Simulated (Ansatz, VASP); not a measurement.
**Na16S7O (a cell with a defect) in VASP and in Ansatz**

```
Na O S
1.0
     0.00000    6.54700    6.54700
     6.54700    0.00000    6.54700
     6.54700    6.54700    0.00000
Na O S
16 1 7
Direct
  0.12500 0.12500 0.12500
  0.12500 0.12500 0.62500
  0.12500 0.62500 0.12500
  0.12500 0.62500 0.62500
  0.62500 0.12500 0.12500
  0.62500 0.12500 0.62500
  0.62500 0.62500 0.12500
  0.62500 0.62500 0.62500
  0.37500 0.37500 0.37500
  0.37500 0.37500 0.87500
  0.37500 0.87500 0.37500
  0.37500 0.87500 0.87500
  0.87500 0.37500 0.37500
  0.87500 0.37500 0.87500
  0.87500 0.87500 0.37500
  0.87500 0.87500 0.87500
  0.00000 0.00000 0.00000
  0.00000 0.00000 0.50000
  0.00000 0.50000 0.00000
  0.00000 0.50000 0.50000
  0.50000 0.00000 0.00000
  0.50000 0.00000 0.50000
  0.50000 0.50000 0.00000
  0.50000 0.50000 0.50000
```

Alike in both runs: task electric field gradients; functional PBE; k mesh 3 × 3 × 3; occupations fermi-dirac, width 0.01 eV; no spin polarisation.

```csv
,VASP,Ansatz
version,VASP 6.6.1,Ansatz 0.2.0
potentials or method,"VASP PAW PBE potentials, release 64 (Na_pv, O, S)","plane-wave PAW, scalar-relativistic"
plane-wave cutoff (eV),520,420
valence electrons in the cell,160,192
```

VASP gave:

* gap on the k mesh at the Fermi level (eV): 1.43
* pressure (GPa): -0.8
* rms of the force components (eV/Å): 0.155
* Vzz of the field gradient on the site that differs most (V/Å²): 2.9

Task: Which values does Ansatz return?

Result: gap on the k mesh at the Fermi level (eV): 1.43; pressure (GPa): -0.8; rms of the force components (eV/Å): 0.154; Vzz of the field gradient on the site that differs most (V/Å²): 2.3.

Atom by atom the forces differ by 0.000 eV/Å (rms over components). The functional is the same, so the differences come from potentials, cutoffs and numerics. The two sets of potentials don't hold the same shells in valence.

Expect the measured gap to be larger: semilocal functionals such as PBE lack the derivative discontinuity.
